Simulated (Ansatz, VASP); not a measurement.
# B13C2 (B13C2 (R-3m)): VASP beside Ansatz

One calculation is typed for both programs; each brings its own data sets. How far apart do they land? The cell is taken from a series of runs on this material, whose earlier steps may have relaxed, scaled, displaced or heated it; both programs get it as it stands.

Method: plane waves, with VASP 6.6.1 beside it; relaxation of cell and atoms at PBEsol, in Ansatz 0.2.0.

## 1. Set-up

It takes space group R-3m (No. 166, trigonal). The conventional cell has a = 5.649 Å, b = 5.649 Å, c = 12.087 Å, α = 90.00°, β = 90.00°, γ = 120.00°. Nearest to B lie 2 C at 1.44 Å. B has 1 C at 1.61 Å and 5 B at 1.78 to 1.81 Å nearest. B has 6 B at 1.76 to 1.81 Å nearest. Nearest to C lie 4 B at 1.44 to 1.61 Å. Farther neighbours are not listed.

As a file:

```cif
data_structure
_symmetry_space_group_name_H-M 'R-3m:H'
_symmetry_Int_Tables_number 166
_cell_length_a 5.6487
_cell_length_b 5.6487
_cell_length_c 12.0875
_cell_angle_alpha 90.000
_cell_angle_beta 90.000
_cell_angle_gamma 120.000
_cell_volume 334.01
loop_
_atom_site_label
_atom_site_type_symbol
_atom_site_symmetry_multiplicity
_atom_site_Wyckoff_symbol
_atom_site_fract_x
_atom_site_fract_y
_atom_site_fract_z
_atom_site_occupancy
B1 B 3 b 0.33333 0.66667 0.16667 1
B2 B 18 h 0.49493 0.50507 0.30846 1
B3 B 18 h 0.22798 0.77202 0.77989 1
C1 C 6 c 0.33333 0.66667 0.28548 1
```

## 2. Ansatz: relaxation of cell and atoms, PBEsol

Ansatz runs on its PAW soft_1 files.

The relaxed volume is the usual yardstick between codes: in a stiff, nearly cubic crystal its relative difference is about their pressure difference at one cell divided by the bulk modulus.

File input.yaml:

```yaml
crystal:
  lattice:
    - [2.8243559, 1.6306427, 4.0291619]
    - [-2.8243559, 1.6306427, 4.0291619]
    - [0.0, -3.2612853, 4.0291619]
  atoms:
    - { symbol: B, position: [0.5, 0.5, 0.5] }
    - { symbol: B, position: [0.80339287, 0.3185897, 0.80339287] }
    - { symbol: B, position: [0.80339287, 0.80339287, 0.3185897] }
    - { symbol: B, position: [0.3185897, 0.80339287, 0.80339287] }
    - { symbol: B, position: [0.6814103, 0.19660713, 0.19660713] }
    - { symbol: B, position: [0.19660713, 0.6814103, 0.19660713] }
    - { symbol: B, position: [0.19660713, 0.19660713, 0.6814103] }
    - { symbol: B, position: [0.00787236, 0.32392314, 0.00787236] }
    - { symbol: B, position: [0.00787236, 0.00787236, 0.32392314] }
    - { symbol: B, position: [0.32392314, 0.00787236, 0.00787236] }
    - { symbol: B, position: [0.67607686, 0.99212764, 0.99212764] }
    - { symbol: B, position: [0.99212764, 0.67607686, 0.99212764] }
    - { symbol: B, position: [0.99212764, 0.99212764, 0.67607686] }
    - { symbol: C, position: [0.61881155, 0.61881155, 0.61881155] }
    - { symbol: C, position: [0.38118845, 0.38118845, 0.38118845] }
basis:
  ecutwfc: 420
  xc_grid: 2
hamiltonian:
  xc: pbesol
  pseudopotentials: { kind: paw, azcp: { folder: soft_1 }, xc_functional: pbe }
kpoints:
  mp_grid: { grid: [9, 9, 9] }
scf:
  occupations: { method: fermi_dirac, width: 0.05 }
  max_iter: 150
output:
  forces: true
  stress: true
relax:
  f_tol: 0.01
  max_steps: 60
  cell: {}
checkpoint:
  write: "../pbesol.run"
  compress: false
  write_wavefunctions: false
  write_every: 100000
```

Command:

```console
ansatz run input.yaml --threads 4 --pin off --max-ram 6594MiB --backend cpu --events-out ev --progress --plain --runs-dir out
```

Numbers of over 12 decimals in the logs are rounded to 6 here.

The program printed:

```text
Engine: ansatz 0.2.0, aarch64-unknown-linux-gnu
Pseudopotentials: kind: paw
Pseudopotential: B, paw, valence charge 3, recommended cutoff 420 eV (normal), soft_1/B.paw.azcp
Pseudopotential: C, paw, valence charge 4, recommended cutoff 420 eV (normal), soft_1/C.paw.azcp
Functional definition: PBEsol
  exchange = pbesol_x
  correlation = pbesol_c
Crystal: 15 atoms, lattice volume = 111.338 Å³
Basis set: ecut = 420 eV, 2191 PW (Γ), exchange–correlation on 72×72×72 points (8 copies of the dense FFT grid, shifted against one another)
Bands: 39, of which v1, the nominal top of the filled ones, is band 24 counted from 1 (23 counted from 0)
Symmetry: 12 space group operations
Space group: R-3m (ITA 166), of the structure as read, at distance tolerance 4.8e-5 Å
k-points: 85 of 729
Non-local potential: B, projectors of the file, l = 0: 2, l = 1: 2, l = 2: 1
Non-local potential: C, projectors of the file, l = 0: 2, l = 1: 2, l = 2: 1
PAW form: soft (Blöchl's): semilocal exchange-correlation on the pseudo side does not see the compensation charge
PAW frozen core: B, regenerated for the run's functional, and the local potential with it (the file was generated under x = pbe(κ = 0.804, μ = 0.219515), c = pbe(β = 0.066725))
PAW frozen core: C, regenerated for the run's functional, and the local potential with it (the file was generated under x = pbe(κ = 0.804, μ = 0.219515), c = pbe(β = 0.066725))
PAW one-centre angular grid: B, 110 points (default); XC on 64 Gauss nodes
PAW one-centre angular grid: C, 110 points (default); XC on 64 Gauss nodes
Initial density: superposition of atomic densities (chi_scale 0.1, normalization cell, long waves kept (reshape's long-wave potential 0.10 eV rms))
Initial wavefunctions: pseudopotential atomic-orbital guess
Functional: x = pbesol(κ = 0.804, μ = 0.123457), c = pbesol(β = 0.046)
SCF iter   1: F=—  HF=-2484.977108 eV  |F-HF|=—  |Δ(HF+E_count)|=         —  Δρ=1.02e-1  dr2=1.55e1  ethr=3.10e-3  ⟨swp⟩=6.0  Hψ=15273  notcnv=0  defer=168
preconditioner: auto → Kerker (q_TF=auto, 2.363 Å⁻¹)  [metal: Δε(μ)=0.026 eV  Ē_g=13.385 eV  σ=0.050 eV  W_gap=0.13  n_scr=20 (ndim 8)  ℏωp=24.1 eV  f_vac=0.000  D(μ)=3.55/eV (n_scr^D=20)]
SCF iter   2: F=—  HF=-2481.384505 eV  |F-HF|=—  |Δ(HF+E_count)|=    3.59e0  Δρ=5.88e-2  dr2=6.13e0  ethr=3.10e-3  ⟨swp⟩=2.0  Hψ=6510  notcnv=0  defer=716
SCF iter   3: F=—  HF=-2479.109075 eV  |F-HF|=—  |Δ(HF+E_count)|=    2.28e0  Δρ=1.04e-2  dr2=2.13e-1  ethr=3.10e-3  ⟨swp⟩=3.0  Hψ=5738  notcnv=0  defer=716
SCF iter   4: F=—  HF=-2479.075825 eV  |F-HF|=—  |Δ(HF+E_count)|=   3.33e-2  Δρ=4.00e-3  dr2=1.38e-2  ethr=4.53e-4  ⟨swp⟩=3.0  Hψ=6175  notcnv=0  defer=753
SCF iter   5: F=—  HF=-2479.081871 eV  |F-HF|=—  |Δ(HF+E_count)|=   6.05e-3  Δρ=4.90e-4  dr2=4.00e-4  ethr=2.93e-5  ⟨swp⟩=2.4  Hψ=4541  notcnv=0  defer=753
SCF iter   6: F=—  HF=-2479.082017 eV  |F-HF|=—  |Δ(HF+E_count)|=   1.46e-4  Δρ=1.09e-4  dr2=2.14e-5  ethr=8.52e-7  ⟨swp⟩=2.0  Hψ=4178  notcnv=0  defer=753
SCF iter   7: F=—  HF=-2479.082019 eV  |F-HF|=—  |Δ(HF+E_count)|=   1.83e-6  Δρ=2.63e-5  dr2=1.37e-6  ethr=4.54e-8  ⟨swp⟩=2.6  Hψ=4737  notcnv=0  defer=753
SCF iter   8: F=-2479.082019 eV  HF=-2479.082019 eV  |F-HF|=2.11e-9  |Δ(HF+E_count)|=   1.33e-8  Δρ=5.60e-6  dr2=4.77e-8  ethr=2.13e-10  ⟨swp⟩=5.0  Hψ=10142  notcnv=0
SCF 1 converged in 8 iterations: F = -2479.082019 eV  dr2 = 4.77e-8
  greatest PAW one-centre occupation: 0.657 electrons in one spin orbital (limit 2), on the C atom at site 14 (counted from 0), in its partial waves of l = 0
relax step   1: F+E_penalty+E_count = -2479.08201852 eV  Δ(F+E_penalty+E_count) = +0.000e0 eV  max|allowed force component| = 3.538e-1 eV/Å  Δτ_max = 0.0000 Å  P = -1.492 GPa  Ω = 111.338 Å³  (8 SCF iters, dr2 threshold 1.00e-7 eV, accepted)
[...]
relax step   2: F+E_penalty+E_count = -2479.08871949 eV  Δ(F+E_penalty+E_count) = -6.701e-3 eV  max|allowed force component| = 1.463e-1 eV/Å  Δτ_max = 0.0060 Å  P = -0.698 GPa  Ω = 110.882 Å³  energy of the carried Pulay correction = +6.759e-4 eV  (5 SCF iters, dr2 threshold 1.50e-6 eV, accepted)
[...]
relax step   3: F+E_penalty+E_count = -2479.09077319 eV  Δ(F+E_penalty+E_count) = -2.054e-3 eV  max|allowed force component| = 3.707e-3 eV/Å  Δτ_max = 0.0042 Å  P = +0.003 GPa  Ω = 110.505 Å³  energy of the carried Pulay correction = +1.237e-3 eV  (4 SCF iters, dr2 threshold 1.50e-6 eV, accepted)
[...]
relax step   4: F+E_penalty+E_count = -2479.08962270 eV  Δ(F+E_penalty+E_count) = +1.150e-3 eV  max|allowed force component| = 3.769e-3 eV/Å  Δτ_max = 0.0000 Å  P = -0.012 GPa  Ω = 110.505 Å³  stress off target by 4.21e-2 GPa  SCF on the basis re-selected at this cell (its energy is not comparable with the rows above)  (5 SCF iters)
basis re-selected at this cell: Δ(F+E_penalty+E_count) = +1.150e-3 eV, ΔP = -0.016 GPa vs the last step (what re-selecting the basis moved, of the pressure what is left beyond the Pulay correction that the steps carried, after the strain that the cell walked since its last selection, with what the two solves' SCF thresholds leave and, on support functions, any second-order correction that the steps lacked; it is no m [...]
SCF converged after 5 iterations
Free energy (F): -2479.089623 eV
Harris-Foulkes:  -2479.089623 eV  (|F-HF|=1.00e-11)
Internal energy: -2479.061190 eV  (E = F + TS)
E sigma→0 (E₀):  -2479.075406 eV
Entropy (-TS):   -0.028433 eV (-1.896 meV/atom)
Fermi energy:    7.604343 eV
--- Per-component energies (eV) ---
  E_band       = 94.839676
  E_kinetic    = 825.838108
  E_local      = -558.554147  (includes V_loc(G=0)·N_el)
  E_nonlocal   = 152.044294
  E_hartree    = 172.406065
  E_xc         = -519.789538
  E_vxc        = -619.189472  (∫ρ·V_xc dr)
  E_paw        = -1168.206107  (= ΣΔE_a)
  E_vpaw       = -50.111366  (= ΣTr[D̂ρ^β])
  E_aug_tail   = 0.000127  (compensation charges beyond the density's cutoff)
  E_ewald      = -1383.033434
  E_core_change = 0.233443  (= ΣΔE_core)
  E_smearing   = -0.028433  (= −TS)
  E_closure    = 0.000000  (closes the sum)
  Σ components = -2479.089623   (vs F -2479.089623, Δ=0.00e0)
--- Forces (eV/Å), atoms counted from 1 ---
  atom   1  B     -0.00000000     0.00000000    -0.00000000
  atom   2  B      0.00043188    -0.00024935    -0.00376863
  atom   3  B     -0.00000000     0.00049869    -0.00376863
  atom   4  B     -0.00043188    -0.00024935    -0.00376863
  atom   5  B      0.00043188     0.00024935     0.00376863
  atom   6  B     -0.00043188     0.00024935     0.00376863
  atom   7  B      0.00000000    -0.00049869     0.00376863
  atom   8  B      0.00305138    -0.00176171    -0.00283687
  atom   9  B      0.00000000     0.00352343    -0.00283687
  atom  10  B     -0.00305138    -0.00176171    -0.00283687
  atom  11  B      0.00305138     0.00176171     0.00283687
  atom  12  B     -0.00305138     0.00176171     0.00283687
  atom  13  B     -0.00000000    -0.00352343     0.00283687
  atom  14  C     -0.00000000     0.00000000     0.00285940
  atom  15  C     -0.00000000    -0.00000000    -0.00285940
  max |Σ_I F_I| component: 4.00e-17 eV/Å
--- Stress (GPa, compression-positive) ---
        0.002307       0.000000      -0.000000
        0.000000       0.002307      -0.000000
       -0.000000      -0.000000      -0.042073
  P = ⅓ Tr σ = -0.0125 GPa (-0.125 kbar)
--- Relaxed structure (3 steps of the walk, 3 accepted, 1 SCFs on fresh bases) ---
  F+E_penalty+E_count = -2479.08962270 eV   max|allowed force component| = 3.769e-3 eV/Å   (the final SCF, on the basis selected at the relaxed cell)
  cell:  # Å, volume = 110.5054 Å³
    - [2.817205, 1.626514, 4.019350]
    - [-2.817205, 1.626514, 4.019350]
    - [0, -3.253029, 4.019350]
  atoms:
    - { symbol: B, position: [0.5, 0.5, 0.500000] }
    - { symbol: B, position: [0.803449, 0.318430, 0.803449] }
    - { symbol: B, position: [0.803449, 0.803449, 0.318430] }
    - { symbol: B, position: [0.318430, 0.803449, 0.803449] }
    - { symbol: B, position: [0.681570, 0.196551, 0.196551] }
    - { symbol: B, position: [0.196551, 0.681570, 0.196551] }
    - { symbol: B, position: [0.196551, 0.196551, 0.681570] }
    - { symbol: B, position: [0.00796061, 0.323945, 0.00796061] }
    - { symbol: B, position: [0.00796061, 0.00796061, 0.323945] }
    - { symbol: B, position: [0.323945, 0.00796061, 0.00796061] }
    - { symbol: B, position: [0.676055, 0.992039, 0.992039] }
    - { symbol: B, position: [0.992039, 0.676055, 0.992039] }
    - { symbol: B, position: [0.992039, 0.992039, 0.676055] }
    - { symbol: C, position: [0.619656, 0.619656, 0.619656] }
    - { symbol: C, position: [0.380344, 0.380344, 0.380344] }
```

(Part 1 of 2 ends here.)

[Lines on the potential files, build, host, timing and source positions are cut from VASP's logs without a mark.]

[Logs are printed without paths, hosts, clocks, repeated set-up lines and the standing remarks that a program may print on its own settings, such as how far it seeks lower states.]

[Hosts, paths, dates, database ids (printed as entryN), source tags and the programs' standing remarks are cut or masked in the printed files.]
